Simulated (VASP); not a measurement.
```xyz
2
Lattice="1.3923 -2.4115 0.0000 1.3923 2.4115 0.0000 0.0000 0.0000 4.4064" Properties=species:S:1:pos:R:3 pbc="T T T"
Os     1.3923     0.8038     1.1016
Os     1.3923    -0.8038     3.3048
```

The base run (VASP): PBE GGA, plane waves, VASP's PBE PAW potentials (set 64). Run with 400 eV cut-off, 14×14×8 Γ-centred mesh, first-order Methfessel-Paxton smearing of 0.10 eV, potentials Os.

The base run took about 10 core-seconds. The timings are rough (shared machines, no repeats); factors under 2 mean little.

Pressures at a finite cut-off, here 400 eV, hold a Pulay part, which this task's highest cut-off puts under 0.2 GPa.

| setting | cost over the base run | electronic steps | bands | pressure (GPa) |
|---|---|---|---|---|
| base run | reference | 12 | 12 | -13.44 |
| ENCUT = 520 | within a factor of 2 | 12 | 12 | -13.43 |
| ENCUT = 520, POTCAR Os_pv (PBE.64 set) | about 2 times | 12 | 18 | -11.25 |
| ENCUT = 800 | about 3 times | 12 | 12 | -13.25 |

Left out are runs that failed, have no time on record or changed the cell.

The compound is Os in the hcp structure. The cell was not relaxed at this level.
